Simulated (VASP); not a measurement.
Crystal: Ca.

```xyz
1
Lattice="0.0000 2.7942 2.7942 2.7942 0.0000 2.7942 2.7942 2.7942 0.0000" Properties=species:S:1:pos:R:3 pbc="T T T"
Ca    0.0000    0.0000    0.0000
```

* Program: VASP 6.6.1
* Task: relaxation of cell and atoms
* Functional: PBE
* Potentials or basis: VASP PAW PBE potentials, release 64 (Ca_sv)
* Cutoff: 600 eV
* k mesh: 12 × 12 × 12
* Occupations: methfessel-paxton, width 0.1 eV
* Spin: no spin polarisation

At the start: pressure -0.5 GPa; volume 43.63 Å³/atom.

Problem. How do energy, volume and symmetry change on relaxing?

Solution. Over 3 steps the energy falls by 2.1 meV/atom and the volume is 42.24 Å³/atom (-3.2 %); space group Fm-3m (No. 225, to 0.05 Å).

The path:
```
step  energy change (eV)  largest force (eV/Å)  pressure (GPa)  volume (Å³)
   1              0.0000                0.0000           -0.52        43.63
   2             -0.0019                0.0000           -0.17        42.74
   3             -0.0021                0.0000            0.03        42.24
```

Final structure:
```
CELL_PARAMETERS angstrom
0.00000 2.76409 2.76409
2.76409 0.00000 2.76409
2.76409 2.76409 0.00000
ATOMIC_POSITIONS crystal
Ca 0.00000 0.00000 0.00000
```
